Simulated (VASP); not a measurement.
# KPd2Se2I (I-4m2) in VASP: a series of runs, part 2 of 2

VASP 6.6.1.

### 3 Relaxation of cell and atoms, PBE (random cell by space group and Wyckoff sites (I-4m2, No. 119))

INCAR

```
SYSTEM = KPd2Se2I
PREC = Accurate ; ENCUT = 600
EDIFF = 1E-6 ; ISMEAR = 0
SIGMA = 0.15 ; LREAL = .FALSE.
LASPH = .TRUE. ; NELM = 100
ALGO = Normal ; ISIF = 3
LWAVE = .FALSE. ; LCHARG = .FALSE.
GGA = PE ; IBRION = 2
NSW = 36 ; EDIFFG = -0.08
```

KPOINTS

```
regular mesh
0
G
  3 3 3
  0 0 0
```

POSCAR

```
KPd2Se2I
1.0
   -3.3256907200      3.3256907200      4.6801094600
    3.3256907200     -3.3256907200      4.6801094600
    3.3256907200      3.3256907200     -4.6801094600
K Pd Se I
1 2 2 1
Direct
    0.2500000000      0.7500000000      0.5000000000
    0.7500000000      0.2500000000      0.5000000000
    0.5000000000      0.5000000000      0.0000000000
    0.2626473500      0.2626473500      0.0000000000
    0.7373526500      0.7373526500      0.0000000000
    0.0000000000      0.0000000000      0.0000000000
```

Potentials or basis: VASP PAW PBE potentials, release 64 (K_sv, Pd, Se, I).

The run is started by

```sh
$ cat potpaw_PBE.64/K_sv/POTCAR potpaw_PBE.64/Pd/POTCAR potpaw_PBE.64/Se/POTCAR potpaw_PBE.64/I/POTCAR > POTCAR
$ mpirun -np 1 vasp_std > vasp.out
```

OUTCAR:

```text
SYSTEM = KPd2Se2I
   PREC = Accurate
   ENCUT = 600
   EDIFF = 1E-6
   ISMEAR = 0
   LREAL = .FALSE.
   LASPH = .TRUE.
   NELM = 100
   ISIF = 3
   GGA = PE
   IBRION = 2
   NSW = 36
   EDIFFG = -0.08

 ion  position               nearest neighbor table
   1  0.250  0.750  0.500-
   2  0.750  0.250  0.500-
   3  0.500  0.500  0.000-   4 2.22   5 2.22
   4  0.263  0.263  0.000-   3 2.22   6 2.46
   5  0.737  0.737  0.000-   3 2.22   6 2.46
   6  0.000  0.000  0.000-   4 2.46   5 2.46

  LATTYP: Found a body centered tetragonal cell.
 ALAT       =     6.6513814400
 C/A-ratio  =     1.4072593798

  Lattice vectors:

 A1 = (  -3.3256907200,   3.3256907200,   4.6801094600)
 A2 = (   3.3256907200,  -3.3256907200,   4.6801094600)
 A3 = (   3.3256907200,   3.3256907200,  -4.6801094600)

[... 297 lines left out ...]
      5      -8.6153      2.00000
      6      -8.1013      2.00000
[... 175 lines left out ...]
     27       6.6745      0.00000
     28       9.5442      0.00000

[... ionic steps 4 to 7 ...]

--------------------------------------- Ionic step        8  -------------------------------------------

 number of electron      47.9999999 magnetization

------------------------ aborting loop because EDIFF is reached ----------------------------------------
[... 75 lines left out ...]
--------------------------------------- Ionic step       10  -------------------------------------------

 number of electron      48.0000001 magnetization

 Free energy of the ion-electron system (eV)
  ---------------------------------------------------
  ext. energy  EPLUGINS =         0.00000000
  ---------------------------------------------------
  free energy    TOTEN  =       -19.56464379 eV

  energy without entropy =      -19.47419238  energy(sigma->0) =      -19.51941808

 E-fermi :   2.6985     XC(G=0):  -8.9086

 val. band max:        2.6525814275   @ k =  -0.3333   0.3333   0.3333
 cond. band min:       2.7341698335   @ k =   0.3333  -0.0000   0.0000
 fundamental gap:      0.0815884060
 Fermi energy:         2.6984667898

 k-point     1 :       0.0000    0.0000    0.0000
  band No.  band energies     occupation
      1     -26.3472      2.00000
      2     -10.7152      2.00000
      3     -10.0693      2.00000
      4     -10.0693      2.00000
      5      -9.9531      2.00000
      6      -9.6230      2.00000
[... 208 lines left out ...]
  FREE ENERGIE OF THE ION-ELECTRON SYSTEM (eV)
  ---------------------------------------------------
  free  energy   TOTEN  =       -19.5646437891 eV

  energy  without entropy=      -19.4741923755  energy(sigma->0) =      -19.51941808

 reached required accuracy - stopping structural energy minimisation
```

OSZICAR:

```text
N       E                     dE             d eps       ncg     rms          rms(c)
DAV:   1     0.323341612143E+03    0.32334E+03   -0.22030E+04   336   0.163E+03
DAV:   2     0.703210743003E+01   -0.31631E+03   -0.30818E+03   400   0.324E+02
DAV:   3    -0.175899071597E+02   -0.24622E+02   -0.23719E+02   492   0.821E+01
[... 141 lines left out ...]
DAV:   5    -0.195646463126E+02    0.28086E-02   -0.80857E-03   372   0.760E-01    0.148E-01
DAV:   6    -0.195646535398E+02   -0.72272E-05   -0.96335E-04   420   0.171E-01    0.542E-02
DAV:   7    -0.195646411416E+02    0.12398E-04   -0.81556E-05   424   0.704E-02    0.227E-02
DAV:   8    -0.195646436745E+02   -0.25329E-05   -0.12868E-05   456   0.234E-02    0.660E-03
DAV:   9    -0.195646437891E+02   -0.11457E-06   -0.10353E-06   188   0.711E-03
  10 F= -.19564644E+02 E0= -.19519418E+02  d E =-.333275E-01
```

CONTCAR:

```text
KPd2Se2I
   1.00000000000000
    -2.8534274232581320    2.8534274232581320    5.2924047356798614
     2.8534274232581320   -2.8534274232581320    5.2924047356798614
     2.8534274232581320    2.8534274232581320   -5.2924047356798614
  K               Pd              Se              I
     1     2     2     1
Direct
     0.2500000000000000    0.7500000000000000    0.5000000000000000
     0.7500000000000000    0.2500000000000000    0.5000000000000000
     0.5000000000000000    0.5000000000000000    0.0000000000000000
     0.2737926992942808    0.2737926992942808    1.0000000000000000
     0.7262073007057193    0.7262073007057193    1.0000000000000000
     0.0000000000000000    0.0000000000000000    0.0000000000000000

  0.00000000E+00  0.00000000E+00  0.00000000E+00
  0.00000000E+00  0.00000000E+00  0.00000000E+00
  0.00000000E+00  0.00000000E+00  0.00000000E+00
  0.00000000E+00  0.00000000E+00  0.00000000E+00
  0.00000000E+00  0.00000000E+00  0.00000000E+00
  0.00000000E+00  0.00000000E+00  0.00000000E+00
```

Run time: 7.4 min. Hardware: 1 thread of Intel Xeon 6975P-C (Granite Rapids), shared host; peak memory 0.46 GiB.

What came out:

| Property | Result |
| --- | --- |
| Free energy | -19.5646 eV |
| Relaxed volume | 28.73 Å³/atom |
| Relaxed cell | a = 6.655 Å, b = 6.655 Å, c = 6.655 Å, α = 129.22°, β = 129.22°, γ = 74.65° |
| Space group after relaxing (to 0.05 Å) | I-4m2 (No. 119) |
| Energy gained by relaxing | 305.4 meV/atom |
| Ionic steps | 10 |
| Pressure after relaxing | 0.1 GPa |
| Largest force after relaxing | 0.035 eV/Å |
| Band gap on the k mesh | none (metal or under the smearing width) |

Forces on the atoms (eV/Å):
```
K    0.000  0.000  0.000
Pd   0.000  0.000  0.000
Pd   0.000  0.000  0.000
Se   0.000  0.000 -0.035
Se   0.000  0.000  0.035
I    0.000  0.000  0.000
```

The path:
| step | energy change (eV) | largest force (eV/Å) | pressure (GPa) | volume (Å³) |
| --- | --- | --- | --- | --- |
| 1 | 0.0000 | 1.0776 | 3.46 | 207.05 |
| 2 | -0.9204 | 0.5799 | -4.29 | 227.18 |
| 3 | -1.0875 | 0.5738 | -2.83 | 220.00 |
| 4 | -1.4506 | 0.2146 | -2.28 | 203.45 |
| 5 | -1.7632 | 0.2682 | -0.59 | 182.03 |
| 6 | -1.0044 | 1.0723 | 10.20 | 142.73 |
| 7 | -1.7943 | 0.3947 | 0.16 | 176.48 |
| 8 | -1.7990 | 0.4593 | 0.60 | 173.63 |
| 9 | -1.8265 | 0.1180 | 0.01 | 171.78 |
| 10 | -1.8323 | 0.0345 | 0.14 | 172.36 |

Final structure:
```
CELL_PARAMETERS angstrom
-2.85343 2.85343 5.29240
2.85343 -2.85343 5.29240
2.85343 2.85343 -5.29240
ATOMIC_POSITIONS crystal
K 0.25000 0.75000 0.50000
Pd 0.75000 0.25000 0.50000
Pd 0.50000 0.50000 0.00000
Se 0.27379 0.27379 0.00000
Se 0.72621 0.72621 0.00000
I 0.00000 0.00000 0.00000
```

Levels at points of the mesh, in eV from the Fermi level:
```
           k point  band 20  band 21  band 22  band 23  band 24  band 25  band 26  band 27  band 28
(0.00, 0.00, 0.00)    -1.01    -0.80    -0.80    -0.58    -0.34    -0.34     1.21     1.92     4.51
```

Caveat: the k mesh is coarse (spacing up to 0.45 Å⁻¹), so the values aren't converged; the volume moved by over 15 % at a fixed basis, so the end points are rough; the relaxation stopped at a loose force limit of 0.08 eV/Å, so its end isn't a converged minimum.

### 4 Single point, PBE (species swapped into the GeTePb2Se2 type (P3m1, No. 156))

INCAR

```
SYSTEM = KPd2Se2I
PREC = Accurate
ENCUT = 520
EDIFF = 1E-6
ISMEAR = 0
SIGMA = 0.1
LREAL = .FALSE.
LASPH = .TRUE.
NELM = 100
ALGO = Fast
ISIF = 2
LWAVE = .FALSE.
LCHARG = .FALSE.
GGA = PE
NBANDS = 33
```

KPOINTS

```
regular mesh
0
G
  12 12 4
  0 0 0
```

POSCAR

```
KPd2Se2I
1.0
    4.0458508532      0.0000000000      0.0000000000
   -2.0229254266      3.5038096188      0.0000000000
    0.0000000000      0.0000000000     11.1173403100
K Pd Se I
1 2 2 1
Direct
    0.0000000000      0.0000000000      0.0374080242
    0.3333333333      0.6666666667      0.3362185180
    0.0000000000      0.0000000000      0.4778244145
    0.6666666667      0.3333333333      0.2577709601
    0.3333333333      0.6666666667      0.5694249562
    0.6666666667      0.3333333333      0.8213520971
```

The run is started by

```sh
$ cat potpaw_PBE.64/K_sv/POTCAR potpaw_PBE.64/Pd/POTCAR potpaw_PBE.64/Se/POTCAR potpaw_PBE.64/I/POTCAR > POTCAR
$ mpirun -np 1 vasp_std > vasp.out
```

It took 6.1 min on 1 thread of Intel Xeon 6975P-C (Granite Rapids), shared host; peak memory 0.52 GiB.

Results (log left out):

| Item | Value |
| --- | --- |
| Free energy | -22.5167 eV |
| Pressure | 0.1 GPa |
| Largest force | 0.011 eV/Å |
| Band gap on the k mesh | none (metal or under the smearing width) |

Forces on the atoms (eV/Å):
```
K    0.000  0.000 -0.003
Pd   0.000  0.000  0.005
Pd   0.000  0.000 -0.004
Se   0.000  0.000  0.002
Se   0.000  0.000  0.011
I    0.000  0.000 -0.011
```

Levels at points of the mesh, in eV from the Fermi level:
| k point | band 22 | band 23 | band 24 | band 25 | band 26 | band 27 |
| --- | --- | --- | --- | --- | --- | --- |
| (0.00, 0.00, 0.00) | 0.30 | 0.85 | 0.85 | 1.15 | 1.15 | 1.92 |
| (0.50, 0.00, 0.00) | -1.19 | -0.91 | -0.52 | -0.41 | 0.88 | 3.43 |
| (0.00, 0.00, 0.50) | 0.09 | 0.84 | 0.84 | 1.15 | 1.15 | 2.50 |
| (0.50, 0.00, 0.50) | -1.21 | -0.74 | -0.58 | -0.49 | 0.86 | 3.50 |

### 5 Summary

| task | cell | k mesh | cutoff (eV) | smearing | mesh quality | gap on the mesh (eV) | pressure (GPa) | largest force (eV/Å) |
| --- | --- | --- | --- | --- | --- | --- | --- | --- |
| single point | random cell by space group and Wyckoff sites (I-4m2, No. 119) | 3 × 3 × 3 | 520 | gaussian 0.15 eV | coarse | none | 0.3 | 0.04 |
| relaxation of cell and atoms | relaxed from: random cell by space group and Wyckoff sites (I-4m2, No. 119) | 3 × 3 × 3 | 600 | gaussian 0.15 eV | coarse | none | 0.1 | 0.03 |
| single point | species swapped into the GeTePb2Se2 type (P3m1, No. 156) | 12 × 12 × 4 | 520 | gaussian 0.1 eV | not flagged | none | 0.1 | 0.01 |

Alike in all rows: level PBE; potentials or basis VASP PAW PBE potentials, release 64 (K_sv, Pd, Se, I); no spin polarisation.

Caveats: some runs use coarse meshes; the volume moved by over 15 % at a fixed basis, so the end points are rough (some runs); the relaxation stopped at a loose force limit of 0.08 eV/Å, so its end isn't a converged minimum (some runs).

Total energies depend on the potentials used, so only differences within one code and one set of settings carry meaning.
